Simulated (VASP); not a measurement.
Here is the system:

```xyz
3
Lattice="0.0000 3.7297 3.7297 3.7297 0.0000 3.7297 3.7297 3.7297 0.0000" Properties=species:S:1:pos:R:3 pbc="T T T"
K      1.8649     1.8649     1.8649
K      5.5946     5.5946     5.5946
S      3.7297     3.7297     0.0000
```

Calculation: PBE GGA, VASP's PBE PAW potentials (set 64) (plane waves; VASP 6.6.1). Run with 480 eV cut-off, 6×6×6 Γ-centred mesh, Gaussian smearing of 0.050 eV, potentials K_sv S.

Problem. Predict the energy per atom (σ→0), band gap (on the k-mesh) with the smallest direct gap where there is one.

Solution. 
```json
{
 "band gap (on the k-mesh)": "2.32 eV",
 "smallest direct gap (on the k-mesh)": "2.50 eV",
 "energy per atom (σ→0)": "-3.140 eV/atom"
}
```

The absolute energy has meaning only against runs of the same code, potentials and settings.

The compound is K2S in the antifluorite structure. It was relaxed first.
